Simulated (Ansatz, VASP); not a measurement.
## One calculation of Mg3NbO2, two programs

```xyz
6
Lattice="6.4027 0.0000 0.0000 -3.2013 5.5449 0.0000 0.0000 0.0000 3.9863" Properties=species:S:1:pos:R:3 pbc="T T T"
Mg    1.8138    2.6494    1.9932
Mg    3.2013    0.2461    1.9932
Mg    4.5889    2.6494    1.9932
Nb    0.0000    3.6966    0.0000
O     0.0000    3.6966    1.9932
O     0.0000    0.0000    0.0000
```

Alike in both runs: functional PBE; k mesh 6 × 6 × 4; occupations gaussian, width 0.1 eV; no spin polarisation.

Ansatz relaxed the structure, and its values are those at the end. VASP's run is a single point on that final structure, the one shown.

|  | VASP | Ansatz |
| --- | --- | --- |
| version | VASP 6.6.1 | Ansatz 0.2.0 |
| potentials or method | VASP PAW PBE potentials, release 64 (Mg, Nb_sv, O) | scalar-relativistic, plane waves, PAW |
| plane-wave cutoff (eV) | 520 | 420 |
| valence electrons in the cell | 31 | 55 |

VASP gave:

| Item | Value |
| --- | --- |
| gap on the k mesh at the Fermi level (eV) | none |
| pressure (GPa) | 0.0 |
| rms of the force components (eV/Å) | 0.005 |

Question: Which values does Ansatz return?

Answer: gap on the k mesh at the Fermi level (eV): none; pressure (GPa): 0.2; rms of the force components (eV/Å): 0.000.

A gap of «none» marks a metal or a gap that the smearing closes. The two sets of potentials don't hold the same shells in valence.

Caveats: the k mesh is coarse (spacing up to 0.39 Å⁻¹), so the values aren't converged; an odd number of electrons without spin polarisation forces a metal; a magnetic or distorted state may lie lower.
